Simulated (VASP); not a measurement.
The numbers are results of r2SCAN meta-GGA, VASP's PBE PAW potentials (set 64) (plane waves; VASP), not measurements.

A VASP calculation is set up with these files.

### INCAR
```
! general
SYSTEM  = Mg3Sb2
PREC    = Accurate
ENCUT   = 400
LREAL   = .FALSE.
LASPH   = .TRUE.

! electronic loop
EDIFF   = 1E-8
NELM    = 100
ALGO    = Normal
LMAXMIX = 4
LMIXTAU = .TRUE.

! smearing
ISMEAR  = 0
SIGMA   = 0.05

! functional
METAGGA = R2SCAN

! ions
IBRION  = 1
NSW     = 30
ISIF    = 2
EDIFFG  = -0.001

! output
LWAVE   = .FALSE.
LCHARG  = .FALSE.
```

### KPOINTS
```
Automatic mesh
0
Gamma
5 5 3
0 0 0
```

POSCAR:
```
Mg3Sb2
1
    2.2838450973    -3.9557359048    -0.0000000000
    2.2838450973     3.9557359048    -0.0000000000
   -0.0000000000     0.0000000000     7.2409554457
Mg Sb
3 2
Direct
  0.0000000000   0.0000000000   0.0000000000
  0.3333330000   0.6666670000   0.6336996144
  0.6666670000   0.3333330000   0.3663003856
  0.3333330000   0.6666670000   0.2283244739
  0.6666670000   0.3333330000   0.7716755261
```

POTCAR, in this order: Mg Sb (PBE.64 set). Program: vasp_std.

Question: What will the output report for the number of irreducible k-points (NKPTS), largest plane-wave count, number of space-group operations, FFT grid (NGX, NGY, NGZ)?

Answer: 
```json
{
 "number of irreducible k-points (NKPTS)": "12",
 "largest_plane_wave_count": "2406",
 "number_of_space_group_operations": "12",
 "FFT grid (NGX, NGY, NGZ)": "30 × 30 × 48"
}
```

The compound is Mg3Sb2 in the a-la2o3 structure. This run relaxes the ions in a fixed cell. Symmetry was kept, so distortions that lower it aren't found. The start is the result of an earlier pass.
